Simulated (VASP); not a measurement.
# BCNHCl: harmonic vibrations of a molecule

BCNHCl, molecule in box, 5 atoms in the cell. PBE, harmonic vibrations; PAW potentials N, C, B, Cl, H (PBE set).

## Input

INCAR.step1:
```
SYSTEM = BHCNCl
PREC = Accurate
ENCUT = 400
EDIFF = 1E-8
ISMEAR = 0
SIGMA = 0.01
ISYM = 0
LREAL = .False.
LASPH = .True.
NELM = 100
ALGO = Normal
LWAVE = .False.
LCHARG = .False.
IBRION = 2
NSW = 60
ISIF = 2
EDIFFG = -0.002
POTIM = 0.5
```

INCAR.step2, as INCAR.step1 but for:
```
- IBRION = 2
- NSW = 60
- ISIF = 2
- EDIFFG = -0.002
- POTIM = 0.5
+ IBRION = 5
+ NFREE = 2
+ POTIM = 0.015
+ NSW = 1
```

KPOINTS:
```
k-points
0
Gamma
  1 1 1
```

POSCAR.step1:
```
BHCNCl
1.0
   12.0000000000      0.0000000000      0.0000000000
    0.0000000000     12.0000000000      0.0000000000
    0.0000000000      0.0000000000     12.0000000000
N C B Cl H
1 1 1 1 1
Direct
    0.6114041700      0.3790583300      0.6026000000
    0.5664208300      0.4440750000      0.5481000000
    0.5089208300      0.5324583300      0.4766416700
    0.3907625000      0.4970833300      0.4030666700
    0.5448375000      0.6244416700      0.4715666700
```

Commands (each step's output is kept before the next begins):
```
cat potpaw_PBE.64/N/POTCAR potpaw_PBE.64/C/POTCAR potpaw_PBE.64/B/POTCAR potpaw_PBE.64/Cl/POTCAR potpaw_PBE.64/H/POTCAR > POTCAR
cp INCAR.step1 INCAR
cp POSCAR.step1 POSCAR
mpirun -np 4 vasp_gam > vasp.out
cp CONTCAR POSCAR
cp INCAR.step2 INCAR
mpirun -np 4 vasp_gam > vasp.out
```

## Result

- Vibrations (cm⁻¹; a negative value is imaginary): 2632, 2245, 1105, 912, 785, 775, 449, 266, 164
- Zero-point energy (eV): 0.578
- Translations and rotations, which should read zero (cm⁻¹): -11, -5, -2, 2, 5, 15
- Vibrational entropy at 298 K (meV/K): 0.242
- Displaced cells: 30
- Ionic steps, all stages: 81
- Electronic steps, all stages: 1054

VASP 6.6.1 took 1110 s on 4 cores (Intel Xeon Platinum 8488C (Sapphire Rapids)), a shared host.
